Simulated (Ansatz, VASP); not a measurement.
# HfC (HfC strained to the junction's net) in two plane-wave programs

Wanted: the spread between two codes on one cell, functional and k mesh. The cell is generated by rule, not measured, and may not be a known phase. The structure shown is the end of the Ansatz relaxation below.

Calculated with Ansatz 0.2.0; plane waves, with VASP 6.6.1 beside it; single point at PBE.

The structure was built from a prototype and need not be the compound's stable phase.

### 1. The starting structure

It takes space group R-3m (No. 166, trigonal). Conventional cell: a = 3.310 Å, b = 3.310 Å, c = 8.030 Å, α = 90.00°, β = 90.00°, γ = 120.00°. Nearest to Hf lie 6 C at 2.33 Å. Nearest to C lie 6 Hf at 2.33 Å. Farther neighbours are not listed.

As a file:

```cif
data_structure
_symmetry_space_group_name_H-M 'P 1'
_symmetry_Int_Tables_number 1
_cell_length_a 3.3100
_cell_length_b 3.3100
_cell_length_c 8.0299
_cell_angle_alpha 90.000
_cell_angle_beta 90.000
_cell_angle_gamma 120.000
_cell_volume 76.19
loop_
_atom_site_label
_atom_site_type_symbol
_atom_site_fract_x
_atom_site_fract_y
_atom_site_fract_z
_atom_site_occupancy
Hf1 Hf 0.00000 0.00000 0.00000 1
Hf2 Hf 0.66667 0.33333 0.33333 1
Hf3 Hf 0.33333 0.66667 0.66667 1
C4 C 0.33333 0.66667 0.16667 1
C5 C 0.00000 0.00000 0.50000 1
C6 C 0.66667 0.33333 0.83333 1
```

### 2. Ansatz: relaxation, PBE

Ansatz runs on its default PAW (the set named soft_2) files.

This run makes the geometry at which the two programs are then compared.

Contents of input.yaml:

```yaml
crystal:
  lattice:
    - [3.31, 0.0, 0.0]
    - [-1.655, 2.8665440865, 0.0]
    - [0.0, 0.0, 8.0163938998]
  atoms:
    - { symbol: Hf, position: [0.0, 0.0, 0.0] }
    - { symbol: C, position: [0.3333333333, 0.6666666667, 0.1666666667] }
    - { symbol: Hf, position: [0.6666666667, 0.3333333333, 0.3333333333] }
    - { symbol: C, position: [0.0, 0.0, 0.5] }
    - { symbol: Hf, position: [0.3333333333, 0.6666666667, 0.6666666667] }
    - { symbol: C, position: [0.6666666667, 0.3333333333, 0.8333333333] }
kpoints:
  mp_grid: { grid: [12, 12, 4] }
scf:
  occupations: { method: fermi_dirac, width: 0.1 }
  max_iter: 150
hamiltonian:
  xc: pbe
relax:
  f_tol: 0.01
  max_steps: 40
  cell: { fix: [a, b, angles] }
```

Started as:

```console
ansatz run input.yaml --threads 4 --pin off --max-ram 18432MiB --backend cpu --events-out ev --progress --plain --runs-dir out
```

Numbers of over 12 decimals in the logs are rounded to 6 here.

Output:

```text
Engine: ansatz 0.2.0, aarch64-unknown-linux-gnu
Pseudopotentials: kind: paw
Pseudopotential: Hf, paw, valence charge 26, recommended cutoff 420 eV (normal), Hf.paw.azcp
Pseudopotential: C, paw, valence charge 4, recommended cutoff 420 eV (normal), C.paw.azcp
Functional definition: PBE
  parameter kappa = 0.804
  parameter beta = 0.066725
  exchange = pbe_x(kappa = kappa, mu = beta*pi^2/3)
  correlation = pbe_c(beta = beta)
Crystal: 6 atoms, lattice volume = 76.062 Å³
Basis set: ecut = 420 eV, 1515 PW (Γ), exchange–correlation on 48×48×108 points (8 copies of the dense FFT grid, shifted against one another)
Bands: 54, of which v1, the nominal top of the filled ones, is band 45 counted from 1 (44 counted from 0)
Symmetry: 36 space group operations
Space group: R-3m (ITA 166), of the structure as read, at distance tolerance 4.2e-5 Å
k-points: 69 of 576
Non-local potential: Hf, projectors of the file, l = 0: 3, l = 1: 2, l = 2: 2, l = 3: 3
Non-local potential: C, projectors of the file, l = 0: 2, l = 1: 2, l = 2: 1
PAW form: soft (Blöchl's): semilocal exchange-correlation on the pseudo side does not see the compensation charge
PAW one-centre angular grid: Hf, 590 points (default); XC on 64 Gauss nodes
PAW one-centre angular grid: C, 110 points (default); XC on 64 Gauss nodes
Initial density: superposition of atomic densities (neutral atoms: chi_scale 0, normalization atom), corrected by the library's trained network
Initial wavefunctions: pseudopotential atomic-orbital guess
Functional: x = pbe(κ = 0.804, μ = 0.219515), c = pbe(β = 0.066725)
SCF iter   1: F=—  HF=-47922.430280 eV  |F-HF|=—  |Δ(HF+E_count)|=         —  Δρ=1.68e-3  dr2=2.16e-3  ethr=1.77e-3  ⟨swp⟩=4.7  Hψ=11009  notcnv=0  defer=7
preconditioner: auto → Kerker (q_TF=auto, 2.806 Å⁻¹)  [metal: Δε(μ)=0.026 eV  Ē_g=17.389 eV  σ=0.100 eV  W_gap=0.07  n_scr=36 (ndim 8)  ℏωp=39.0 eV  f_vac=0.000  D(μ)=0.81/eV (n_scr^D=2)]
SCF iter   2: F=—  HF=-47922.429797 eV  |F-HF|=—  |Δ(HF+E_count)|=   4.83e-4  Δρ=7.67e-4  dr2=2.34e-4  ethr=2.40e-6  ⟨swp⟩=2.6  Hψ=7319  notcnv=0  defer=21
SCF iter   3: F=—  HF=-47922.429855 eV  |F-HF|=—  |Δ(HF+E_count)|=   5.80e-5  Δρ=3.21e-4  dr2=3.90e-5  ethr=2.60e-7  ⟨swp⟩=2.7  Hψ=6380  notcnv=0  defer=21
SCF iter   4: F=—  HF=-47922.429913 eV  |F-HF|=—  |Δ(HF+E_count)|=   5.81e-5  Δρ=1.17e-4  dr2=5.80e-6  ethr=4.34e-8  ⟨swp⟩=2.1  Hψ=6795  notcnv=0  defer=21
SCF iter   5: F=—  HF=-47922.429907 eV  |F-HF|=—  |Δ(HF+E_count)|=   5.48e-6  Δρ=3.48e-5  dr2=5.06e-7  ethr=6.45e-9  ⟨swp⟩=2.3  Hψ=6734  notcnv=0  defer=21
SCF iter   6: F=-47922.429908 eV  HF=-47922.429908 eV  |F-HF|=1.95e-8  |Δ(HF+E_count)|=   2.44e-7  Δρ=1.12e-5  dr2=7.42e-8  ethr=1.11e-10  ⟨swp⟩=6.1  Hψ=16450  notcnv=0
SCF 1 converged in 6 iterations: F = -47922.429908 eV  dr2 = 7.42e-8
  greatest PAW one-centre occupation: 0.998 electrons in one spin orbital (limit 2), on the Hf atom at site 4 (counted from 0), in its partial waves of l = 0
relax step   1: F+E_penalty+E_count = -47922.42990772 eV  Δ(F+E_penalty+E_count) = +0.000e0 eV  max|allowed force component| = 1.461e-27 eV/Å  Δτ_max = 0.0000 Å  P = -1.778 GPa  Ω = 76.062 Å³  fix = [a, b, alpha, beta, gamma]  reactions: a -3.045, b -3.045 GPa  (6 SCF iters, dr2 threshold 1.00e-7 eV, accepted)
[...]
relax step   2: F+E_penalty+E_count = -47922.42893502 eV  Δ(F+E_penalty+E_count) = +9.727e-4 eV  max|allowed force component| = 4.980e-26 eV/Å  Δτ_max = 0.0000 Å  P = -2.769 GPa  Ω = 76.395 Å³  energy of the carried Pulay correction = -4.894e-4 eV  fix = [a, b, alpha, beta, gamma]  (5 SCF iters, dr2 threshold 6.00e-7 eV, rejected (line search))
[...]
relax step   3: F+E_penalty+E_count = -47922.43002051 eV  Δ(F+E_penalty+E_count) = -1.128e-4 eV  max|allowed force component| = 1.415e-28 eV/Å  Δτ_max = 0.0000 Å  P = -2.160 GPa  Ω = 76.189 Å³  energy of the carried Pulay correction = -1.877e-4 eV  fix = [a, b, alpha, beta, gamma]  reactions: a -3.239, b -3.239 GPa  (8 SCF iters, accepted)
[...]
relax step   4: F+E_penalty+E_count = -47922.43027523 eV  Δ(F+E_penalty+E_count) = -2.547e-4 eV  max|allowed force component| = 1.168e-28 eV/Å  Δτ_max = 0.0000 Å  P = -2.158 GPa  Ω = 76.189 Å³  fix = [a, b, alpha, beta, gamma]  reactions: a -3.238, b -3.238 GPa  stress off target by 3.34e-3 GPa on what of the cell is left free  SCF on the basis re-selected at this cell (its energy is not comparable with the rows above)  (5 SCF iters)
basis re-selected at this cell: Δ(F+E_penalty+E_count) = -2.547e-4 eV, ΔP = +0.002 GPa vs the last step (what re-selecting the basis moved, of the pressure what is left beyond the Pulay correction that the steps carried, after the strain that the cell walked since its last selection, with what the two solves' SCF thresholds leave and, on support functions, any second-order correction that the steps lacked; it is no m [...]
SCF converged after 5 iterations
Free energy (F): -47922.430275 eV
Harris-Foulkes:  -47922.430275 eV  (|F-HF|=0.00e0)
Internal energy: -47922.402883 eV  (E = F + TS)
E sigma→0 (E₀):  -47922.416579 eV
Entropy (-TS):   -0.027392 eV (-4.565 meV/atom)
Fermi energy:    19.915158 eV
--- Per-component energies (eV) ---
  E_band       = 312.752679
  E_kinetic    = 1531.825284
  E_local      = -15044.786819  (includes V_loc(G=0)·N_el)
  E_nonlocal   = -3651.208126
  E_hartree    = 7103.483694
  E_xc         = -1046.074813
  E_vxc        = -979.951704  (∫ρ·V_xc dr)
  E_paw        = -21079.549644  (= ΣΔE_a)
  E_vpaw       = 4249.906950  (= ΣTr[D̂ρ^β])
  E_aug_tail   = 0.000016  (compensation charges beyond the density's cutoff)
  E_ewald      = -15736.092475
  E_smearing   = -0.027392  (= −TS)
  E_closure    = 0.000000  (closes the sum)
  Σ components = -47922.430275   (vs F -47922.430275, Δ=0.00e0)
--- Forces (eV/Å), atoms counted from 1 ---
  atom   1  Hf     0.00000000     0.00000000     0.00000000
  atom   2  C     -0.00000000     0.00000000     0.00000000
  atom   3  Hf     0.00000000     0.00000000    -0.00000000
  atom   4  C     -0.00000000     0.00000000     0.00000000
  atom   5  Hf     0.00000000     0.00000000    -0.00000000
  atom   6  C     -0.00000000     0.00000000     0.00000000
  max |Σ_I F_I| component: 1.09e-28 eV/Å
--- Stress (GPa, compression-positive) ---
       -3.238335       0.000000      -0.000000
        0.000000      -3.238335       0.000000
       -0.000000       0.000000       0.003341
  P = ⅓ Tr σ = -2.1578 GPa (-21.578 kbar)
--- Relaxed structure (3 steps of the walk, 2 accepted, 1 SCFs on fresh bases) ---
  F+E_penalty+E_count = -47922.43027523 eV   max|allowed force component| = 1.168e-28 eV/Å   (the final SCF, on the basis selected at the relaxed cell)
  cell:  # Å, volume = 76.1894 Å³
    - [3.310000, 0, 0]
    - [-1.655000, 2.866544, 0]
    - [0, 0, 8.029864]
  atoms:
    - { symbol: Hf, position: [0, 0, 0] }
    - { symbol: C, position: [0.333333, 0.666667, 0.166667] }
    - { symbol: Hf, position: [0.666667, 0.333333, 0.333333] }
    - { symbol: C, position: [0, 0, 0.5] }
    - { symbol: Hf, position: [0.333333, 0.666667, 0.666667] }
    - { symbol: C, position: [0.666667, 0.333333, 0.833333] }
```

The column dr2 measures how far the density is from self-consistency, as an energy; F and HF (Harris–Foulkes) agree once it is small.

### 3. VASP: single point, PBE

The same cell, functional, mesh and smearing now go to VASP, with its own data sets.

Lines of VASP's logs that name or quote its potential files are left out, and so is its time.

Contents of INCAR:

```
SYSTEM = HfC
PREC = Accurate
ENCUT = 600
EDIFF = 1E-06
NELM = 120
ISMEAR = -1
SIGMA = 0.1
LREAL = .FALSE.
ALGO = Normal
GGA = PE
NBANDS = 27
LASPH = .TRUE.
LORBIT = 11
LWAVE = .FALSE.
LCHARG = .FALSE.
ISIF = 2
GGA_COMPAT = .FALSE.
KPAR = 2
```

Contents of POSCAR:

```
HfC
1.0
    3.3100000000      0.0000000000      0.0000000000
   -1.6550000000      2.8665440865      0.0000000000
    0.0000000000      0.0000000000      8.0298637351
Hf C
3 3
Direct
    0.0000000000      0.0000000000      0.0000000000
    0.6666666667      0.3333333333      0.3333333333
    0.3333333333      0.6666666667      0.6666666667
    0.3333333333      0.6666666667      0.1666666667
    0.0000000000      0.0000000000      0.5000000000
    0.6666666667      0.3333333333      0.8333333333
```

Contents of KPOINTS:

```
Automatic mesh
0
Gamma
12 12 4
0 0 0
```

PAW data sets: Hf_pv and C (PBE family, release 64).

Started as:

```console
mpirun -np 2 vasp_std
```

Output:

```text
[banner, memory and clock lines left out]
running    2 mpi-ranks, on    1 nodes
 distrk:  each k-point on    1 cores,    2 groups
 distr:  one band on    1 cores,    1 groups

 POSCAR found type information on POSCAR HfC
 POSCAR found :  2 types and       6 ions
 LDA part: xc-table for (Slater+PW92), standard interpolation
 POSCAR, INCAR and KPOINTS ok, starting setup
 FFT: planning ... GRIDC
 FFT: planning ... GRID_SOFT
 FFT: planning ... GRID
 WAVECAR not read
 entering main loop
       N       E                     dE             d eps       ncg     rms          rms(c)
DAV:   1     0.180277042362E+03    0.18028E+03   -0.24940E+04  3726   0.169E+03
DAV:   2    -0.612303776471E+02   -0.24151E+03   -0.23536E+03  4644   0.372E+02
DAV:   3    -0.725604734859E+02   -0.11330E+02   -0.11189E+02  4678   0.595E+01
DAV:   4    -0.727024803418E+02   -0.14201E+00   -0.14184E+00  4766   0.723E+00
DAV:   5    -0.727037822262E+02   -0.13019E-02   -0.13014E-02  4695   0.679E-01    0.967E+01
DAV:   6    -0.633378085395E+02    0.93660E+01   -0.68502E+01  4068   0.284E+01    0.677E+01
DAV:   7    -0.632912228610E+02    0.46586E-01   -0.51834E+00  4181   0.106E+01    0.196E+01
DAV:   8    -0.631540944635E+02    0.13713E+00   -0.70814E-01  4698   0.326E+00    0.316E+00
DAV:   9    -0.631444233152E+02    0.96711E-02   -0.86205E-02  4400   0.141E+00    0.340E+00
DAV:  10    -0.631425581514E+02    0.18652E-02   -0.11300E-02  4494   0.521E-01    0.451E-01
DAV:  11    -0.631424750039E+02    0.83147E-04   -0.57999E-04  4513   0.148E-01    0.405E-01
DAV:  12    -0.631424672923E+02    0.77116E-05   -0.60435E-05  4927   0.354E-02    0.124E-01
DAV:  13    -0.631424684088E+02   -0.11165E-05   -0.18390E-06  3814   0.824E-03    0.173E-02
DAV:  14    -0.631424684716E+02   -0.62753E-07   -0.17854E-07  2487   0.311E-03
   1 F= -.63142468E+02 E0= -.63128850E+02  d E =-.272365E-01
```

OUTCAR, selected parts (step 3):

```text
ion  position               nearest neighbor table
   1  0.000  0.000  0.000-   4 2.33   6 2.33   4 2.33   6 2.33   6 2.33   4 2.33   2 3.29   3 3.29
                             3 3.29   2 3.29   3 3.29   2 3.29
   2  0.667  0.333  0.333-   4 2.33   4 2.33   5 2.33   4 2.33   5 2.33   5 2.33   1 3.29   1 3.29
                             1 3.29   3 3.29   3 3.29   3 3.29
   3  0.333  0.667  0.667-   6 2.33   6 2.33   5 2.33   6 2.33   5 2.33   5 2.33   1 3.29   1 3.29
                             1 3.29   2 3.29   2 3.29   2 3.29
   4  0.333  0.667  0.167-   2 2.33   2 2.33   1 2.33   2 2.33   1 2.33   1 2.33
   5  0.000  0.000  0.500-   2 2.33   3 2.33   3 2.33   2 2.33   2 2.33   3 2.33
   6  0.667  0.333  0.833-   3 2.33   3 2.33   1 2.33   3 2.33   1 2.33   1 2.33

  LATTYP: Found a hexagonal cell.
 ALAT       =     3.3100000000
 C/A-ratio  =     2.4259407055

 Subroutine GETGRP returns: Found 12 space group operations
 (whereof 12 operations were pure point group operations)

The static configuration has the point symmetry D_3d.

 Found     69 irreducible k-points:

   k-points           NKPTS =     69   k-points in BZ     NKDIM =     69   number of bands    NBANDS=     27

   dimension x,y,z NGX =    28 NGY =   28 NGZ =   64
   dimension x,y,z NGXF=    56 NGYF=   56 NGZF=  128

   ENCUT  =  600.0 eV  44.10 Ry    6.64 a.u.   6.61  6.61 16.04*2*pi/ulx,y,z

   NELECT =      42.0000    total number of electrons

 k-points in reciprocal lattice and weights: Automatic mesh
   0.00000000  0.00000000  0.00000000       0.002
   0.08333333  0.00000000  0.00000000       0.010
   0.16666667  0.00000000  0.00000000       0.010
   0.25000000 -0.00000000  0.00000000       0.010
   0.33333333 -0.00000000  0.00000000       0.010
   0.41666667 -0.00000000  0.00000000       0.010
   0.50000000 -0.00000000  0.00000000       0.005
   0.08333333  0.08333333  0.00000000       0.010
   0.16666667  0.08333333  0.00000000       0.021
[...]
0.33333333  0.25000000  0.50000000       0.021
   0.33333333  0.33333333  0.50000000       0.003

 average (electrostatic) potential at core
       1 -35.6676       2 -35.6676       3 -35.6676       4 -47.7306       5 -47.7306
       6 -47.7306

 E-fermi :   5.8731

 k-point     1 :       0.0000    0.0000    0.0000
  band No.  band energies     occupation
    ...
     14       1.5268      2.00000
     15       3.4273      2.00000
     16       3.4273      2.00000
     17       3.4273      2.00000
     18       3.4273      2.00000
     19       6.8449      0.00012
     20       6.8449      0.00012
     21       6.9095      0.00006
     22       7.2159      0.00000
     23       7.2159      0.00000
    ...

 k-point     2 :       0.0833    0.0000    0.0000
  band No.  band energies     occupation
    ...
     15       3.3085      2.00000
     16       3.3338      2.00000
     17       3.5862      2.00000
     18       3.6768      2.00000
     19       5.8244      1.23866
     20       6.1760      0.09229
     21       6.1876      0.08261
     22       7.3874      0.00000
     23       7.7456      0.00000
     24       7.9441      0.00000
    ...

 k-point     3 :       0.1667    0.0000    0.0000
  band No.  band energies     occupation
    ...
     17       3.5618      2.00000
     18       4.0732      2.00000
     19       4.3929      2.00000
     20       5.1838      1.99797
     21       5.3794      1.98576
     22       7.5068      0.00000
     23       7.5834      0.00000
     24       8.4209      0.00000
     25       8.6663      0.00000
     26       9.3038      0.00000
    ...

  Total       -1.9064894     -1.9064894     -0.3622211      0.0000000      0.0000000     -0.0000000
  in kB      -40.0913034    -40.0913034     -7.6170975      0.0000000      0.0000000     -0.0000000
  external PRESSURE =     -29.2665681 kB  Pullay stress =       0.0000000 kB

  energy-cutoff  :      600.00
  volume of cell :       76.19
      direct lattice vectors                 reciprocal lattice vectors
     3.310000000  0.000000000  0.000000000     0.302114804  0.174426063  0.000000000
    -1.655000000  2.866544086  0.000000000     0.000000000  0.348852126  0.000000000
     0.000000000  0.000000000  8.029863735     0.000000000  0.000000000  0.124535115

 POSITION                                       TOTAL-FORCE (eV/Angst)
 -----------------------------------------------------------------------------------
      0.00000      0.00000      0.00000        -0.000000     -0.000000      0.000000
      1.65500      0.95551      2.67662         0.000000      0.000000      0.000000
     -0.00000      1.91103      5.35324         0.000000     -0.000000      0.000000
     -0.00000      1.91103      1.33831         0.000000     -0.000000      0.000000
      0.00000      0.00000      4.01493         0.000000     -0.000000      0.000000
      1.65500      0.95551      6.69155        -0.000000      0.000000     -0.000000
 -----------------------------------------------------------------------------------
    total drift:                               -0.000000      0.000000      0.000000

  FREE ENERGIE OF THE ION-ELECTRON SYSTEM (eV)
  ---------------------------------------------------
  free  energy   TOTEN  =       -63.1424684716 eV

  energy  without entropy=      -63.1152319305  energy(sigma->0) =      -63.12885020

 total charge
# of ion       s       p       d       tot
------------------------------------------
    1        0.308   6.607   1.643   8.558
    2        0.308   6.607   1.643   8.558
    3        0.308   6.607   1.643   8.558
    4        0.870   1.508   0.000   2.379
    5        0.870   1.508   0.000   2.379
    6        0.870   1.508   0.000   2.379
--------------------------------------------------
tot          3.536  24.347   4.929  32.811

[... 3 further parts left out ...]
```

The run ends at a pressure of -2.93 GPa.

### 4. Comparison

Known differences besides the potentials themselves: the data sets hold 90 valence electrons in Ansatz (on its default PAW (the set named soft_2) files) and 42 in VASP; the cutoff is 420 eV in Ansatz and 600 eV in VASP; Ansatz's pressure holds a Pulay correction, VASP's none. Total energies have different zeros and are not compared.

The two programs side by side:

| quantity | Ansatz | VASP | difference |
| --- | --- | --- | --- |
| pressure (GPa) | -2.16 | -2.93 | +0.77 |

### 5. What came out

| Quantity | Value |
| --- | --- |
| difference in pressure (single point, PBE) | 0.77 GPa |

What this shows: The difference in pressure is 0.77 GPa (single point, PBE), within the 1 GPa picked in this series as the mark of a large difference. The data sets hold unlike numbers of valence electrons (90 in Ansatz and 42 in VASP), so part of the differences comes from the potentials. How closely two codes agree says nothing of how well the functional describes the real material.

[Lines on the potential files, build, host, timing and source positions are cut from VASP's logs without a mark.]

[Logs are printed without paths, hosts, clocks, repeated set-up lines and the standing remarks that a program may print on its own settings, such as how far it seeks lower states.]

[Hosts, paths, dates, database ids (printed as entryN), source tags and the programs' standing remarks are cut or masked in the printed files.]
